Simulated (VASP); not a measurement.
Output of a VASP run:

File OSZICAR:
```
       N       E                     dE             d eps       ncg     rms          rms(c)
DAV:   1    -0.421321059177E+00   -0.42132E+00   -0.51573E+03  6128   0.996E+02
DAV:   2    -0.187004729073E+02   -0.18279E+02   -0.17534E+02  9072   0.111E+02
DAV:   3    -0.188146912746E+02   -0.11422E+00   -0.11422E+00  6392   0.114E+01
DAV:   4    -0.188148349439E+02   -0.14367E-03   -0.14367E-03  8504   0.435E-01
DAV:   5    -0.188148349979E+02   -0.54053E-07   -0.54053E-07  6184   0.540E-03    0.574E+00
DAV:   6    -0.183314282761E+02    0.48341E+00   -0.31475E-01  6192   0.452E+00    0.330E+00
DAV:   7    -0.181152568462E+02    0.21617E+00   -0.49625E-01  6824   0.570E+00    0.516E-01
DAV:   8    -0.181253346706E+02   -0.10078E-01   -0.73950E-03  6088   0.967E-01    0.606E-02
DAV:   9    -0.181256737526E+02   -0.33908E-03   -0.23214E-04  8024   0.182E-01    0.221E-02
DAV:  10    -0.181256957612E+02   -0.22009E-04   -0.33029E-05  5936   0.783E-02    0.227E-03
DAV:  11    -0.181256958996E+02   -0.13846E-06   -0.15624E-07  5400   0.555E-03
   1 F= -.18125696E+02 E0= -.18125696E+02  d E =-.510939E-18
```

**OUTCAR**
```
------------------------ aborting loop because EDIFF is reached ----------------------------------------
  FORCE on cell =-STRESS in cart. coord.  units (eV):
  Direction    XX          YY          ZZ          XY          YZ          ZX
  --------------------------------------------------------------------------------------
  Total        1.3238685      0.6422462      1.0342521      0.0000000     -0.2191359      0.0000000
  in kB      191.5531264     92.9278560    149.6479676      0.0000000    -31.7072039      0.0000000
  external PRESSURE =     144.7096500 kB  Pullay stress =       0.0000000 kB
  volume of cell :       11.07
      direct lattice vectors                 reciprocal lattice vectors
     0.000000000  1.779100000  1.768678000    -0.284173093  0.281040976  0.282697020
     1.759491000  0.000000000  1.768678000     0.284173093 -0.281040976  0.282697020
     1.759491000  1.779100000  0.000000000     0.284173093  0.281040976 -0.282697020
 POSITION                                       TOTAL-FORCE (eV/Angst)
 -----------------------------------------------------------------------------------
      0.00000      0.00000      0.00000         1.844747     -0.000000      0.000000
      0.92698      0.88955      0.88434        -1.844747      0.000000     -0.000000
 -----------------------------------------------------------------------------------
    total drift:                               -0.000001      0.000001      0.000001
  FREE ENERGIE OF THE ION-ELECTRON SYSTEM (eV)
  ---------------------------------------------------
  free  energy   TOTEN  =       -18.1256958996 eV

  energy  without entropy=      -18.1256958996  energy(sigma->0) =      -18.12569590
```
(Selected blocks of OUTCAR.)

**POSCAR**
```
C
1
    0.0000000000     1.7791000000     1.7686780000
    1.7594910000     0.0000000000     1.7686780000
    1.7594910000     1.7791000000     0.0000000000
C
2
Direct
  0.0000000000   0.0000000000   0.0000000000
  0.2365770000   0.2634230000   0.2634230000
```

Task: Reconstruct the remaining input files.

Result: This is not unique; one that fits is the input of the run itself, PBE GGA, plane waves, VASP's PBE PAW potentials (set 64).

File KPOINTS:
```
K-points
0
G
 11 11 11
```

INCAR:
```
# general
SYSTEM = C
PREC   = Accurate
ENCUT  = 520   # plane-wave cut-off (eV)
LREAL  = F   # projection in real space or not
LASPH  = T   # aspherical one-centre terms

# electronic loop
EDIFF  = 1E-6   # SCF stop (eV)
NELM   = 100   # most electronic steps
ALGO   = Normal   # blocked Davidson
IMIX   = 4
AMIX   = 0.6
BMIX   = 3.0

# smearing
ISMEAR = 0
SIGMA  = 0.05   # width (eV)

# functional
GGA    = PE   # PBE

# ions
ISIF   = 2

# output
LWAVE  = F
LCHARG = F
```

POTCAR, in this order: C (PBE.64 set). Program: vasp_std.

The compound is C in the diamond structure. The cell was not relaxed at this level, atoms are displaced from their ideal sites. The run is one of a series of settings (AMIX = 0.6, BMIX = 3.0, IMIX = 4 against the base run), some of them coarse on purpose.
